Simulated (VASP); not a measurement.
YRh, 2 atoms in the cell. Symmetry: Pm-3m, No. 221, cubic system. Conventional cell: a = 3.407 Å, b = 3.407 Å, c = 3.407 Å, α = 90.00°, β = 90.00°, γ = 90.00°. Around Y (site symmetry m-3m) lie 8 Rh at 2.95 Å. Rh (site symmetry m-3m) has 8 Y at 2.95 Å as nearest neighbours. 

| Item | Value |
| --- | --- |
| Program | VASP 6.6.1 |
| Task | single point |
| Functional | LDA |
| Potentials or basis | VASP PAW LDA potentials, release 64 (Y_sv, Rh_pv) |
| Cutoff | 520 eV |
| k mesh | 6 × 6 × 6 |
| Occupations | gaussian, width 0.1 eV |
| Spin | no spin polarisation |
| Dipole correction | no |
| Further INCAR settings | ALGO = Normal; EDIFF = 1e-06; NBANDS = 20 |

Potentials or basis: VASP PAW LDA potentials, release 64 (Y_sv, Rh_pv).

The run is started by

```console
$ cat potpaw_LDA.64/Y_sv/POTCAR potpaw_LDA.64/Rh_pv/POTCAR > POTCAR
$ mpirun -np 1 vasp_std > vasp.out
```

Hardware: 1 thread of Intel(R) Xeon(R) 6975P-C (Granite Rapids), with other jobs on the host.

Question: Estimate the wall time of this run.

Answer: Run time: 7.3 s on 1 thread of Intel(R) Xeon(R) 6975P-C (Granite Rapids), on a shared host, peak memory 0.16 GiB. Counts: scf iterations 13, k points 20.
